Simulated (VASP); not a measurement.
## SiF under changes of volume

One of the cells (14.168 Å³/atom); the others are scaled copies at fixed shape and fractional positions:

```xyz
2
Lattice="3.0487 0.0000 0.0000 0.0000 3.0487 0.0000 0.0000 0.0000 3.0487" Properties=species:S:1:pos:R:3 pbc="T T T"
Si    1.5243    1.5243    1.5243
F     0.0000    0.0000    0.0000
```

The cell was built by a generator and needn't be a form met in nature.

- Program: VASP 6.6.1
- Functional: PBE
- Potentials or basis: VASP PAW PBE potentials, release 64 (Si, F)
- Cutoff: 520 eV
- k mesh: 9 × 9 × 9
- Occupations: fermi-dirac, width 0.05 eV
- Spin: no spin polarisation

```csv
volume (Å³/atom),energy over the lowest point (meV/atom),pressure (GPa)
13.056,12.81,5.2
13.334,5.06,3.3
13.612,0.54,1.5
14.168,0.00,-1.4
14.445,3.29,-2.7
14.723,?,?
```

Q: What does the run at 14.723 Å³/atom give?

A: Energy over the lowest point 8.63 meV/atom; pressure -3.8 GPa.

Worked out: A Birch-Murnaghan fit of order 3 (a polynomial in V^(-2/3)) to the other rows has its minimum at 13.91 Å³/atom with B0 = V·E''(V) = 74 GPa and B' = 4.9. It gives 8.65 meV/atom at 14.723 Å³/atom, against the run's 8.63, and -dE/dV = -3.6 GPa, against -3.8.

Energies are extrapolated to zero smearing.

Caveats: an odd number of electrons without spin polarisation forces a metal; a magnetic or distorted state may lie lower.
